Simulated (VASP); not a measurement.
Given:

```
TlCl
1.0
    3.83616     0.00000     0.00000
    0.00000     3.83616     0.00000
    0.00000     0.00000     3.83616
Tl Cl
1 1
Direct
  0.00000   0.00000   0.00000
  0.50000   0.50000   0.50000
```

Level of theory: optB88-vdW, VASP's PBE PAW potentials (set 64) (plane waves; VASP 6.6.1). Settings: 520 eV cut-off, 7×7×7 Γ-centred mesh, Gaussian smearing of 0.050 eV, potentials Tl_d Cl.

Predict the energy per atom (σ→0).

```
Quantity                       Result
---------------------  --------------
energy per atom (σ→0)  -0.699 eV/atom
```

The compound is TlCl in the CsCl type structure. It was relaxed first.
